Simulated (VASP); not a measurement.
These are PBE GGA with spin-orbit coupling, VASP's PBE PAW potentials (set 64) (plane waves; VASP 6.6.1) values and carry that method's errors.

VASP input:

**KPOINTS**
```
Automatic
0
G
8 8 8
0 0 0
```

### INCAR
```
# general
SYSTEM       =HfO2
PREC         =Accurate
ENCUT        =400
LREAL        =.False.
LASPH        =.True.

# electronic loop
EDIFF        =1E-6
NELM         =100
ALGO         =Normal
LMAXMIX      =6

# smearing
ISMEAR       =-1
SIGMA        =0.01

# functional
GGA          =PE
GGA_COMPAT   =.False.

# spin
MAGMOM       =0.0 0.0 0.0 0.0 0.0 0.0 0.0 0.0 0.0
LSORBIT      =.True.
LNONCOLLINEAR=.True.

# ions
ISIF         =2

# output
LWAVE        =.False.
LCHARG       =.False.
LORBIT       =11
```

### POSCAR
```
HfO2
1
    0.0000000000     2.5501600000     2.5501600000
    2.5501600000     0.0000000000     2.5501600000
    2.5501600000     2.5501600000     0.0000000000
Hf O
1 2
Direct
  0.0000000000   0.0000000000   0.0000000000
  0.2500000000   0.2500000000   0.2500000000
  0.7500000000   0.7500000000   0.7500000000
```

POTCAR, in this order: Hf_pv O (PBE.64 set). Program: vasp_ncl.

Output

File OSZICAR:
```
       N       E                     dE             d eps       ncg     rms          rms(c)
DAV:   1     0.106273533521E+03    0.10627E+03   -0.10843E+04  1748   0.120E+03
DAV:   2    -0.305513029045E+02   -0.13682E+03   -0.13191E+03  2204   0.328E+02
DAV:   3    -0.365936647865E+02   -0.60424E+01   -0.60205E+01  2082   0.639E+01
DAV:   4    -0.366525836991E+02   -0.58919E-01   -0.58893E-01  2280   0.692E+00
DAV:   5    -0.366530749111E+02   -0.49121E-03   -0.49116E-03  2124   0.587E-01    0.518E+01
DAV:   6    -0.310287116004E+02    0.56244E+01   -0.25500E+01  1896   0.386E+01    0.445E+01
DAV:   7    -0.309383045098E+02    0.90407E-01   -0.98279E-01  2166   0.885E+00    0.299E+01
DAV:   8    -0.309088943952E+02    0.29410E-01   -0.19486E-01  2062   0.452E+00    0.106E+01
DAV:   9    -0.309042029300E+02    0.46915E-02   -0.15868E-02  2184   0.102E+00    0.186E+00
DAV:  10    -0.309013550526E+02    0.28479E-02   -0.68212E-03  1992   0.748E-01    0.863E-01
DAV:  11    -0.309014718681E+02   -0.11682E-03   -0.80272E-04  2160   0.250E-01    0.488E-02
DAV:  12    -0.309015137206E+02   -0.41852E-04   -0.44126E-05  2120   0.579E-02    0.126E-01
DAV:  13    -0.309015265051E+02   -0.12785E-04   -0.45352E-05  2256   0.514E-02    0.342E-02
DAV:  14    -0.309015260090E+02    0.49610E-06   -0.78167E-06  2044   0.221E-02
   1 F= -.30901526E+02 E0= -.30901526E+02  d E =-.151331E-16  mag=     0.0000    -0.0000    -0.0000
```

**OUTCAR**
```
------------------------ aborting loop because EDIFF is reached ----------------------------------------
  FORCE on cell =-STRESS in cart. coord.  units (eV):
  Direction    XX          YY          ZZ          XY          YZ          ZX
  --------------------------------------------------------------------------------------
  Total       -2.0437750     -2.0437750     -2.0437750     -0.0000000      0.0000000      0.0000000
  in kB      -98.7214189    -98.7214189    -98.7214189     -0.0000000      0.0000000      0.0000000
  external PRESSURE =     -98.7214189 kB  Pullay stress =       0.0000000 kB
  volume of cell :       33.17
      direct lattice vectors                 reciprocal lattice vectors
     0.000000000  2.550160000  2.550160000    -0.196066129  0.196066129  0.196066129
     2.550160000  0.000000000  2.550160000     0.196066129 -0.196066129  0.196066129
     2.550160000  2.550160000  0.000000000     0.196066129  0.196066129 -0.196066129
 POSITION                                       TOTAL-FORCE (eV/Angst)
 -----------------------------------------------------------------------------------
      0.00000      0.00000      0.00000         0.000000     -0.000000     -0.000000
      1.27508      1.27508      1.27508         0.000000      0.000000     -0.000000
      3.82524      3.82524      3.82524        -0.000000      0.000000      0.000000
 -----------------------------------------------------------------------------------
    total drift:                                0.000000      0.000000      0.000000
  FREE ENERGIE OF THE ION-ELECTRON SYSTEM (eV)
  ---------------------------------------------------
  free  energy   TOTEN  =       -30.9015260090 eV

  energy  without entropy=      -30.9015260090  energy(sigma->0) =      -30.90152601

 total charge

# of ion       s       p       d       tot
------------------------------------------
    1        0.288   6.598   1.340   8.226
    2        1.586   3.555   0.000   5.141
    3        1.586   3.555   0.000   5.141
--------------------------------------------------
tot          3.459  13.708   1.340  18.507

 magnetization (x)

# of ion       s       p       d       tot
------------------------------------------
    1        0.000  -0.000   0.000   0.000
    2       -0.000  -0.000   0.000  -0.000
    3       -0.000   0.000   0.000   0.000
--------------------------------------------------
tot         -0.000   0.000   0.000   0.000

 magnetization (y)

# of ion       s       p       d       tot
------------------------------------------
    1        0.000  -0.000  -0.000   0.000
    2       -0.000   0.000   0.000  -0.000
    3       -0.000  -0.000   0.000  -0.000
--------------------------------------------------
tot         -0.000  -0.000  -0.000  -0.000

 magnetization (z)

# of ion       s       p       d       tot
------------------------------------------
    1        0.000  -0.000   0.000   0.000
    2       -0.000   0.000   0.000  -0.000
    3       -0.000   0.000   0.000   0.000
--------------------------------------------------
tot         -0.000   0.000   0.000   0.000

 Ion:    1  E_soc:     -1.2327394

 Ion:    2  E_soc:     -0.0005151

 Ion:    3  E_soc:     -0.0005151
```
(Selected blocks of OUTCAR.)

At this cut-off the stress carries a Pulay error, which pulls relaxed volumes low.

The structure is a typed HfO2 crystal (Fm-3m). The cell was not relaxed at this level. The run is one of a series of settings (GGA_COMPAT = .FALSE., LNONCOLLINEAR = .TRUE., LSORBIT = .TRUE., MAGMOM = 0.0 0.0 0.0 0.0 0.0 0.0 0.0 0.0 0.0, program vasp_ncl against the base run), some of them coarse on purpose.
